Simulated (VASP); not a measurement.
Input:

```
CELL_PARAMETERS angstrom
      0.00000     2.78460     2.78460
      2.78460     0.00000     2.78460
      2.78460     2.78460     0.00000
ATOMIC_POSITIONS crystal
  Mg 0.00000 0.00000 0.00000
  Se 0.50000 0.50000 0.50000
```

All values below come from PBE GGA, VASP's PBE PAW potentials (set 64) (plane waves; VASP). Numerical set-up: 400 eV cut-off, KSPACING 0.3 per Å, Gaussian smearing of 0.050 eV, potentials Mg Se.

### Question
What does the run give for the energy per atom (σ→0), pressure?

### Answer

| Item | Result |
|---|---|
| energy per atom (σ→0) | -3.740 eV/atom |
| pressure | -2.00 GPa |

The compound is MgSe in the rock salt structure. The cell was not relaxed at this level. The run is one of a series of settings (KGAMMA = .TRUE., KSPACING = 0.3, KPOINTS file removed against the base run), some of them coarse on purpose.
